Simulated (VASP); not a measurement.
Data:

```xyz
1
Lattice="0.0000 2.7557 2.7557 2.7557 0.0000 2.7557 2.7557 2.7557 0.0000" Properties=species:S:1:pos:R:3 pbc="T T T"
Ca     0.0000     0.0000     0.0000
```

Computed with PBEsol GGA, VASP's PBE PAW potentials (set 64) (plane waves; VASP). Run with 520 eV cut-off, 12×12×12 Γ-centred mesh, first-order Methfessel-Paxton smearing of 0.10 eV, potentials Ca_sv.

Predict the energy per atom (σ→0), band gap (on the k-mesh) with the smallest direct gap where there is one.

```json
{
  "band gap (on the k-mesh)": "none (metal, semimetal or under 0.01 eV)",
  "energy per atom (σ→0)": "-2.129 eV/atom"
}
```

Only differences to runs with the same potentials and settings are physical.

The compound is Ca in the fcc structure. This cell is one point of a volume scan, at 1.03 of the reference volume.
